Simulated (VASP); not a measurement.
Level of theory: optB86b-vdW, VASP's PBE PAW potentials (set 64) (plane waves; VASP).

A VASP calculation is set up with these files.

**POSCAR**
```
MoS2
1
    1.5722346151    -2.7231899629    -0.0000000000
    1.5722346151     2.7231899629    -0.0000000000
   -0.0000000000     0.0000000000    12.2507151946
Mo S
2 4
Direct
  0.3333330000   0.6666670000   0.2500000000
  0.6666670000   0.3333330000   0.7500000000
  0.3333330000   0.6666670000   0.8771619694
  0.6666670000   0.3333330000   0.3771619694
  0.6666670000   0.3333330000   0.1228380306
  0.3333330000   0.6666670000   0.6228380306
```

INCAR:
```
! general
SYSTEM   = MoS2
PREC     = Accurate
ENCUT    = 520
LREAL    = .FALSE.
LASPH    = .TRUE.

! electronic loop
EDIFF    = 1E-6
NELM     = 100
ALGO     = Normal
LMAXMIX  = 4

! smearing
ISMEAR   = 0
SIGMA    = 0.05

! functional
GGA      = MK
LUSE_VDW = .TRUE.
AGGAC    = 0.0
PARAM1   = 0.1234
PARAM2   = 1.0

! ions
IBRION   = 2
NSW      = 60
ISIF     = 3
EDIFFG   = -0.02

! output
LWAVE    = .FALSE.
LCHARG   = .FALSE.
```

**KPOINTS**
```
Automatic mesh
0
Gamma
7 7 2
0 0 0
```

POTCAR, in this order: Mo_sv S (PBE.64 set). Program: vasp_std.

The run wrote:

OSZICAR:
```
       N       E                     dE             d eps       ncg     rms          rms(c)
DAV:   1     0.465702592681E+03    0.46570E+03   -0.29891E+04  1112   0.160E+03
DAV:   2    -0.100805794603E+02   -0.47578E+03   -0.46513E+03  1219   0.401E+02
DAV:   3    -0.348602258315E+02   -0.24780E+02   -0.24629E+02  1306   0.799E+01
DAV:   4    -0.353329655691E+02   -0.47274E+00   -0.47171E+00  1184   0.113E+01
DAV:   5    -0.353467294138E+02   -0.13764E-01   -0.13759E-01  1325   0.177E+00    0.356E+01
DAV:   6    -0.332366027823E+02    0.21101E+01   -0.21918E+01  1116   0.248E+01    0.136E+01
DAV:   7    -0.328533259041E+02    0.38328E+00   -0.98615E+00  1136   0.158E+01    0.863E+00
DAV:   8    -0.325202073892E+02    0.33312E+00   -0.15951E+00  1291   0.695E+00    0.298E+00
DAV:   9    -0.325336601946E+02   -0.13453E-01   -0.15075E-01  1339   0.186E+00    0.141E+00
DAV:  10    -0.325244007337E+02    0.92595E-02   -0.69555E-02  1194   0.146E+00    0.334E-01
DAV:  11    -0.325244292925E+02   -0.28559E-04   -0.27102E-03  1212   0.299E-01    0.192E-01
DAV:  12    -0.325243418408E+02    0.87452E-04   -0.38732E-04  1280   0.101E-01    0.952E-02
DAV:  13    -0.325243325205E+02    0.93202E-05   -0.17100E-04  1340   0.689E-02    0.161E-02
DAV:  14    -0.325243339394E+02   -0.14189E-05   -0.98347E-06  1063   0.184E-02    0.189E-02
DAV:  15    -0.325243339700E+02   -0.30584E-07   -0.96286E-07   813   0.648E-03
   1 F= -.32524334E+02 E0= -.32524334E+02  d E =-.325243E+02
       N       E                     dE             d eps       ncg     rms          rms(c)
DAV:   1    -0.338519044113E+02   -0.13276E+01   -0.34810E+01  1006   0.472E+01    0.119E+01
DAV:   2    -0.329363287764E+02    0.91558E+00   -0.10562E+01  1118   0.201E+01    0.476E+00
DAV:   3    -0.325173115438E+02    0.41902E+00   -0.30470E+00  1102   0.750E+00    0.289E+00
DAV:   4    -0.324638107698E+02    0.53501E-01   -0.26942E-01  1015   0.320E+00    0.787E-01
DAV:   5    -0.324579015379E+02    0.59092E-02   -0.80408E-02  1168   0.148E+00    0.526E-01
DAV:   6    -0.324578770984E+02    0.24439E-04   -0.58958E-03  1230   0.441E-01    0.288E-01
DAV:   7    -0.324579120080E+02   -0.34910E-04   -0.11609E-03  1139   0.197E-01    0.158E-01
DAV:   8    -0.324578913859E+02    0.20622E-04   -0.18404E-04  1321   0.653E-02    0.581E-02
DAV:   9    -0.324578932876E+02   -0.19017E-05   -0.23608E-05  1018   0.253E-02    0.283E-02
DAV:  10    -0.324578932389E+02    0.48695E-07   -0.55062E-07   762   0.529E-03
   2 F= -.32457893E+02 E0= -.32457893E+02  d E =0.664407E-01
       N       E                     dE             d eps       ncg     rms          rms(c)
DAV:   1    -0.331360172907E+02   -0.67812E+00   -0.15356E+01  1020   0.310E+01    0.950E+00
DAV:   2    -0.326720332244E+02    0.46398E+00   -0.31281E+00  1110   0.116E+01    0.260E+00
DAV:   3    -0.325722246607E+02    0.99809E-01   -0.80906E-01  1067   0.390E+00    0.156E+00
DAV:   4    -0.325471608734E+02    0.25064E-01   -0.11651E-01  1052   0.214E+00    0.516E-01
DAV:   5    -0.325470153400E+02    0.14553E-03   -0.25473E-02  1263   0.870E-01    0.641E-01
DAV:   6    -0.325464124065E+02    0.60293E-03   -0.57411E-03  1139   0.359E-01    0.196E-01
DAV:   7    -0.325464303400E+02   -0.17934E-04   -0.12086E-03  1150   0.222E-01    0.682E-02
DAV:   8    -0.325464165222E+02    0.13818E-04   -0.35306E-05  1198   0.405E-02    0.559E-02
DAV:   9    -0.325464101826E+02    0.63397E-05   -0.25662E-05  1205   0.281E-02    0.864E-03
DAV:  10    -0.325464091997E+02    0.98282E-06   -0.50508E-06  1122   0.115E-02
   3 F= -.32546409E+02 E0= -.32546409E+02  d E =-.220752E-01
       N       E                     dE             d eps       ncg     rms          rms(c)
DAV:   1    -0.325464731143E+02   -0.62932E-04   -0.15101E-03  1041   0.310E-01    0.941E-02
DAV:   2    -0.325464272861E+02    0.45828E-04   -0.37094E-04  1159   0.124E-01    0.297E-02
DAV:   3    -0.325464152179E+02    0.12068E-04   -0.10168E-04  1117   0.441E-02    0.167E-02
DAV:   4    -0.325464128102E+02    0.24077E-05   -0.12787E-05  1123   0.225E-02    0.432E-03
DAV:   5    -0.325464132027E+02   -0.39251E-06   -0.24539E-06   929   0.847E-03
   4 F= -.32546413E+02 E0= -.32546413E+02  d E =-.220792E-01
       N       E                     dE             d eps       ncg     rms          rms(c)
DAV:   1    -0.325505625620E+02   -0.41498E-02   -0.13565E-01  1014   0.265E+00    0.493E-01
DAV:   2    -0.325476649741E+02    0.28976E-02   -0.92557E-03  1041   0.619E-01    0.143E-01
DAV:   3    -0.325471877578E+02    0.47722E-03   -0.12434E-03  1168   0.201E-01    0.956E-02
DAV:   4    -0.325471238512E+02    0.63907E-04   -0.21900E-04  1192   0.906E-02    0.533E-02
DAV:   5    -0.325471118825E+02    0.11969E-04   -0.61268E-05  1295   0.366E-02    0.248E-02
DAV:   6    -0.325471093130E+02    0.25694E-05   -0.10422E-05  1156   0.194E-02    0.103E-02
DAV:   7    -0.325471084514E+02    0.86161E-06   -0.15259E-06   755   0.590E-03
   5 F= -.32547108E+02 E0= -.32547108E+02  d E =-.695249E-03
```

OUTCAR:
```
------------------------ aborting loop because EDIFF is reached ----------------------------------------
  FORCE on cell =-STRESS in cart. coord.  units (eV):
  Direction    XX          YY          ZZ          XY          YZ          ZX
  --------------------------------------------------------------------------------------
  Total        0.0129438      0.0129438      0.0778195     -0.0000000      0.0000000      0.0000000
  in kB        0.1939636      0.1939635      1.1661339     -0.0000000      0.0000000      0.0000000
  external PRESSURE =       0.5180203 kB  Pullay stress =       0.0000000 kB
  volume of cell :      106.92
      direct lattice vectors                 reciprocal lattice vectors
     1.583249606 -2.742268481  0.000000000     0.315806174 -0.182330798  0.000000000
     1.583249606  2.742268481 -0.000000000     0.315806174  0.182330798 -0.000000000
     0.000000000  0.000000000 12.312929839     0.000000000  0.000000000  0.081215439
 POSITION                                       TOTAL-FORCE (eV/Angst)
 -----------------------------------------------------------------------------------
      1.58325      0.91409      3.07823         0.000000      0.000000      0.000000
      1.58325     -0.91409      9.23470        -0.000000     -0.000000      0.000000
      1.58325      0.91409     10.80375        -0.000000      0.000000     -0.014099
      1.58325     -0.91409      4.64728        -0.000000     -0.000000     -0.014099
      1.58325     -0.91409      1.50918         0.000000     -0.000000      0.014099
      1.58325      0.91409      7.66564         0.000000      0.000000      0.014099
 -----------------------------------------------------------------------------------
    total drift:                                0.000000      0.001608     -0.000028
  FREE ENERGIE OF THE ION-ELECTRON SYSTEM (eV)
  ---------------------------------------------------
  free  energy   TOTEN  =       -32.5471084514 eV

  energy  without entropy=      -32.5471084514  energy(sigma->0) =      -32.54710845

 reached required accuracy - stopping structural energy minimisation
```
(Selected blocks of OUTCAR.)

CONTCAR:
```
MoS2
   1.00000000000000
     1.5832496060577461   -2.7422684811560960    0.0000000000000000
     1.5832496060577461    2.7422684811560960   -0.0000000000000000
     0.0000000000000000    0.0000000000000000   12.3129298390781443
  Mo              S
     2     4
Direct
     0.3333330000000032    0.6666669999999968    0.2500000000000000
     0.6666669999999968    0.3333330000000032    0.7500000000000000
     0.3333330000000032    0.6666669999999968    0.8774312805975413
     0.6666669999999968    0.3333330000000032    0.3774312805975414
     0.6666669999999968    0.3333330000000032    0.1225687194024586
     0.3333330000000032    0.6666669999999968    0.6225687194024587
```

The compound is MoS2 in the 2H layered structure. This run relaxes it. Symmetry was kept, so distortions that lower it aren't found.
